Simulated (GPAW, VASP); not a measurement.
An input for GPAW (LDA (Perdew-Wang 92), GPAW PAW datasets LDA (gpaw-data 1.0.1)):

```
from ase import Atoms
from ase.units import GPa
from gpaw import GPAW

atoms = Atoms(['Y', 'Al', 'Al', 'Al'],
              cell=[[4.204414, 0.000000, 0.000000],
                    [0.000000, 4.204414, 0.000000],
                    [0.000000, 0.000000, 4.204414]],
              positions=[[0.000000, 0.000000, 0.000000],
                         [0.000000, 2.102207, 2.102207],
                         [2.102207, 0.000000, 2.102207],
                         [2.102207, 2.102207, 0.000000]],
              pbc=True)

calc = GPAW(mode={'name': 'pw', 'ecut': 550},
            xc='LDA',
            kpts={'size': (6, 6, 6), 'gamma': True},
            occupations={'name': 'fermi-dirac', 'width': 0.1},
            nbands=-8,
            convergence={'forces': 0.001},
            symmetry={'symmorphic': False, 'tolerance': 0.0005},
            maxiter=100)

atoms.calc = calc

energy = atoms.get_potential_energy()
print('Energy (eV):', round(energy, 6))
forces = atoms.get_forces()
print('Forces (eV/Ang):')
print(forces.round(5))
stress = atoms.get_stress()
print('Stress (GPa, Voigt):', (stress / GPa).round(4))
```

### Question
Translate it to VASP.

### Answer
One set of files that does it:

INCAR:
```
ISMEAR = -1   ! Fermi-Dirac
LMAXMIX = 4
SIGMA = 0.1
EDIFF = 1E-6   ! SCF stop (eV)
LASPH = .TRUE.   ! aspherical one-centre terms
ENCUT = 300   ! plane-wave cut-off (eV)
LCHARG = .FALSE.
SYSTEM = YAl3
LWAVE = .FALSE.
ALGO = Normal
ISIF = 2
LREAL = .FALSE.
NELM = 100
PREC = Accurate
```

POSCAR:
```
YAl3
1
    4.2044140000     0.0000000000     0.0000000000
    0.0000000000     4.2044140000     0.0000000000
    0.0000000000     0.0000000000     4.2044140000
Y Al
1 3
Direct
  0.0000000000   0.0000000000   0.0000000000
  0.0000000000   0.5000000000   0.5000000000
  0.5000000000   0.0000000000   0.5000000000
  0.5000000000   0.5000000000   0.0000000000
```

### KPOINTS
```
K-points
0
Gamma
  6 6 6
0 0 0
```

POTCAR, in this order: Y_sv Al (LDA.64 set). Program: vasp_std.

Both are inputs of real runs that ended normally. What can't carry over is the choice of potentials or basis and its cut-off, and each code's defaults.

VASP's LDA is the Perdew-Zunger fit; the other code's may be Perdew-Wang, which differs slightly.

The structure comes from a computed database's YAl3 entry (Pm-3m); how it stands against other phases isn't given here. The cell was not relaxed at this level, and it may have been scaled.
